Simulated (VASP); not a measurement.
```xyz
4
Lattice="1.2627 -2.1870 0.0000 1.2627 2.1870 0.0000 0.0000 0.0000 4.1782" Properties=species:S:1:pos:R:3 pbc="T T T"
B      1.2627    -0.7290     2.0904
B      1.2627     0.7290     0.0013
N      1.2627    -0.7290     3.6547
N      1.2627     0.7290     1.5656
```

The numbers are results of LDA (Ceperley-Alder, Perdew-Zunger), VASP's LDA PAW potentials (set 64) (plane waves; VASP), not measurements. Numerical set-up: 520 eV cut-off, 10×10×5 Γ-centred mesh, Gaussian smearing of 0.050 eV, potentials B N.

Question: What does the run give for the energy per atom (σ→0)?

Answer: 
The energy per atom (σ→0) is -934.8 kJ/mol of atoms.

Total energies compare only between runs with the same potentials, cut-off and functional.

The compound is BN in the wurtzite structure, a metastable high-pressure form. It was relaxed first.
